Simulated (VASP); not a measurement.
# Ho: phonons from a supercell, part 2 of 4

How does the lattice of Ho vibrate? The start is a cell from a database of measured crystal structures.

VASP 6.6.1; LDA, 4f electrons in the core; plane waves and PAW (Ho_3).

Still holding for the runs below: The data set Ho_3 holds the 4f electrons frozen in the core, so no f bands or f moments appear. The k-mesh is coarse for a metal.

So far. Step 2 (Relax the host): The run ended after 3 ionic steps, 0.087 eV below its first step, once forces and stress met EDIFFG = -0.02. Step 3 (Relax the host again, on a new basis): The start already met the threshold, so nothing moved. The relaxed cell has a = 3.467, c = 5.401 Å (conventional setting).

## 4. Tight relaxation

Force constants are second derivatives, so residual forces and stress must first be far smaller than in an ordinary relaxation. Smearing differs from the relaxation before, which can move the cell too.

INCAR reads:

```
SYSTEM = Ho
PREC = Accurate
ENCUT = 350
EDIFF = 1E-08
NELM = 120
ISMEAR = 1
SIGMA = 0.2
LREAL = .FALSE.
ALGO = Fast
GGA = CA
NBANDS = 15
LASPH = .TRUE.
LORBIT = 11
LWAVE = .FALSE.
LCHARG = .FALSE.
KPAR = 4
IBRION = 1
NSW = 30
ISIF = 3
EDIFFG = -0.002
POTIM = 0.4
```

POSCAR reads:

```
Ho
1.0
    3.4668892387      0.0000000000      0.0000000000
   -1.7334446193      3.0024141528      0.0000000000
    0.0000000000      0.0000000000      5.4012661116
Ho
2
Direct
    0.6666666667      0.3333333333      0.7500000000
    0.3333333333      0.6666666667      0.2500000000
```

KPOINTS reads:

```
Automatic mesh
0
Gamma
11 11 6
0 0 0
```

Potentials, in the order of the species: Ho_3 (PBE family, release 64).

The run is started by

```
$ mpirun -np 4 vasp_std
```

The program printed:

```text
[... set-up lines as in an earlier step ...]
 entering main loop
       N       E                     dE             d eps       ncg     rms          rms(c)
DAV:   1     0.486480443216E+02    0.48648E+02   -0.69916E+03  2326   0.869E+02
DAV:   2    -0.815181749210E+01   -0.56800E+02   -0.54879E+02  3073   0.363E+02
DAV:   3    -0.103073058189E+02   -0.21555E+01   -0.20662E+01  3216   0.484E+01
DAV:   4    -0.103423512714E+02   -0.35045E-01   -0.34611E-01  2915   0.630E+00
DAV:   5    -0.103429844170E+02   -0.63315E-03   -0.63282E-03  3236   0.997E-01    0.248E+01
RMM:   6    -0.103420086060E+02    0.97581E-03   -0.17554E-02  2317   0.197E+00    0.147E+01
RMM:   7    -0.103530893683E+02   -0.11081E-01   -0.88745E-02  2524   0.281E+00    0.411E-01
RMM:   8    -0.103525845172E+02    0.50485E-03   -0.51845E-03  2567   0.500E-01    0.129E-01
RMM:   9    -0.103524263015E+02    0.15822E-03   -0.80697E-04  2559   0.231E-01    0.221E-02
RMM:  10    -0.103524297587E+02   -0.34573E-05   -0.14076E-04  2681   0.663E-02    0.804E-03
RMM:  11    -0.103524316279E+02   -0.18691E-05   -0.21308E-05  2704   0.235E-02    0.416E-03
RMM:  12    -0.103524321832E+02   -0.55527E-06   -0.52246E-06  2635   0.102E-02    0.489E-03
RMM:  13    -0.103524323447E+02   -0.16154E-06   -0.17430E-06  2118   0.551E-03    0.811E-04
RMM:  14    -0.103524323964E+02   -0.51743E-07   -0.52204E-07  1858   0.344E-03    0.183E-04
RMM:  15    -0.103524324162E+02   -0.19792E-07   -0.20296E-07  1691   0.261E-03    0.102E-04
RMM:  16    -0.103524324223E+02   -0.60229E-08   -0.65041E-08  1635   0.222E-03
   1 F= -.10352432E+02 E0= -.10353073E+02  d E =-.103524E+02
 BRION: g(F)=  0.386E-48 g(S)=  0.266E-04
 bond charge predicted
       N       E                     dE             d eps       ncg     rms          rms(c)
DAV:   1    -0.103525026457E+02   -0.70229E-04   -0.16899E-03  3196   0.330E-01    0.371E-02
RMM:   2    -0.103524679331E+02    0.34713E-04   -0.58035E-05  2494   0.832E-02    0.187E-02
RMM:   3    -0.103524526548E+02    0.15278E-04   -0.33875E-05  2465   0.501E-02    0.883E-03
RMM:   4    -0.103524531001E+02   -0.44529E-06   -0.69037E-06  2631   0.157E-02    0.479E-03
RMM:   5    -0.103524531737E+02   -0.73666E-07   -0.69738E-07  2371   0.637E-03    0.123E-03
RMM:   6    -0.103524531873E+02   -0.13570E-07   -0.19313E-07  2167   0.490E-03    0.899E-04
RMM:   7    -0.103524531892E+02   -0.19227E-08   -0.44389E-08  1628   0.252E-03
   2 F= -.10352453E+02 E0= -.10353071E+02  d E =-.207670E-04
[...]
3 F= -.10352465E+02 E0= -.10353061E+02  d E =-.122391E-04
 BRION: g(F)=  0.151E-48 g(S)=  0.155E-05 retain N=  2 mean eig= 2.76
 eig:   2.763  2.763
 bond charge predicted
       N       E                     dE             d eps       ncg     rms          rms(c)
DAV:   1    -0.103524863940E+02   -0.20969E-04   -0.84741E-04  3206   0.231E-01    0.196E-02
RMM:   2    -0.103524730976E+02    0.13296E-04   -0.17799E-05  2579   0.421E-02    0.118E-02
RMM:   3    -0.103524675616E+02    0.55360E-05   -0.86802E-06  2583   0.228E-02    0.597E-03
RMM:   4    -0.103524676527E+02   -0.91047E-07   -0.12686E-06  2634   0.763E-03    0.231E-03
RMM:   5    -0.103524676721E+02   -0.19420E-07   -0.19745E-07  2109   0.384E-03    0.257E-04
RMM:   6    -0.103524676770E+02   -0.49042E-08   -0.63348E-08  1695   0.364E-03
   4 F= -.10352468E+02 E0= -.10353049E+02  d E =-.224870E-05
 BRION: g(F)=  0.479E-49 g(S)=  0.988E-09 retain N=  1 mean eig= 2.95
 eig:   2.950
 reached required accuracy - stopping structural energy minimisation
```

It took 15 s on 4 MPI ranks of AMD EPYC 9R45, shared host; peak memory 0.51 GiB.

From OUTCAR (step 4):

```text
 Found     64 irreducible k-points:

   NELECT =      18.0000    total number of electrons

 E-fermi :   3.2468

 k-point     1 :       0.0000    0.0000    0.0000
  band No.  band energies     occupation
    ...
      4     -19.9663      2.00000
      5     -19.9663      2.00000
      6     -19.9037      2.00000
      7      -2.2456      2.00000
      8       0.8016      2.00000
      9       4.9288     -0.00000
     10       5.1016     -0.00000
     11       5.1016     -0.00000
     12       5.5543     -0.00000
     13       5.9072     -0.00000
    ...

 k-point     2 :       0.0909    0.0000    0.0000
  band No.  band energies     occupation
    ...
      4     -20.0188      2.00000
      5     -19.9722      2.00000
      6     -19.9153      2.00000
      7      -2.0214      2.00000
      8       1.0173      2.00000
      9       4.6033     -0.00000
     10       4.6060     -0.00000
     11       5.3145     -0.00000
     12       5.6482     -0.00000
     13       5.9340     -0.00000
    ...

  Total        0.0001388      0.0001388      0.0001125      0.0000000     -0.0000000      0.0000000
  in kB        0.0039585      0.0039585      0.0032091      0.0000000     -0.0000000      0.0000000
  external PRESSURE =       0.0037087 kB  Pullay stress =       0.0000000 kB

  energy-cutoff  :      350.00
  volume of cell :       56.17
      direct lattice vectors                 reciprocal lattice vectors
     3.463207061 -0.000000000  0.000000000     0.288749700  0.166709717  0.000000000
    -1.731603530  2.999225293 -0.000000000     0.000000000  0.333419434 -0.000000000
    -0.000000000  0.000000000  5.408105518     0.000000000  0.000000000  0.184907635

 POSITION                                       TOTAL-FORCE (eV/Angst)
 -----------------------------------------------------------------------------------
      1.73160      0.99974      4.05608         0.000000      0.000000      0.000000
     -0.00000      1.99948      1.35203        -0.000000     -0.000000      0.000000
 -----------------------------------------------------------------------------------
    total drift:                                0.000000     -0.000000      0.000000

  FREE ENERGIE OF THE ION-ELECTRON SYSTEM (eV)
  ---------------------------------------------------
  free  energy   TOTEN  =       -10.3524676770 eV

  energy  without entropy=      -10.3542120440  energy(sigma->0) =      -10.35304913

 total charge
# of ion       s       p       d       tot
------------------------------------------
    1        0.510   6.483   1.236   8.228
    2        0.510   6.483   1.236   8.228
--------------------------------------------------
tot          1.019  12.965   2.471  16.456

[... 9 parts as in an earlier step ...]

[... 5 further parts left out ...]
```

CONTCAR:

```
Ho
   1.00000000000000
     3.4632070608565804   -0.0000000000000613    0.0000000000000000
    -1.7316035303783970    2.9992252932464449   -0.0000000000000000
    -0.0000000000000000    0.0000000000000000    5.4081055175524542
  Ho
     2
Direct
     0.6666666667000030    0.3333333332999970    0.7500000000000000
     0.3333333332999970    0.6666666667000030    0.2500000000000000
```

Relaxation path:

```
step  energy less that of the first step (eV)  largest force (eV/Å)  pressure (GPa)  volume (Å³)
   1                                   0.0000                0.0000           -0.03        56.22
   2                                   0.0000                0.0000            0.00        56.19
   3                                   0.0000                0.0000            0.00        56.18
   4                                   0.0000                0.0000            0.00        56.17
```

| conventional cell, symmetrised | before | after | change |
| --- | --- | --- | --- |
| a (Å) | 3.467 | 3.463 | -0.1 % |
| b (Å) | 3.467 | 3.463 | -0.1 % |
| c (Å) | 5.401 | 5.408 | +0.1 % |
| volume (Å³/atom) | 28.11 | 28.09 | -0.1 % |

The relaxed structure:

```
Ho
1.0
     3.46321    0.00000    0.00000
    -1.73160    2.99923    0.00000
     0.00000    0.00000    5.40811
Ho
2
Direct
  0.66667 0.33333 0.75000
  0.33333 0.66667 0.25000
```

Numbers from this step:

- electronic cycles: 36
- Fermi energy: 3.247 eV
- pressure: 3.71e-4 GPa

The run ended after 4 ionic steps, 0.000 eV below its first step, once forces and stress met EDIFFG = -0.002.

[end of part 2 of 4]

[Lines on the potential files, build, host, timing and source positions are cut from VASP's logs without a mark.]

[Logs are printed without paths, hosts, clocks, repeated set-up lines and the standing remarks that a program may print on its own settings, such as how far it seeks lower states.]

[Hosts, paths, dates, database ids (printed as entryN), source tags and the programs' standing remarks are cut or masked in the printed files.]

[Runs that stopped without an error message from VASP are left out.]
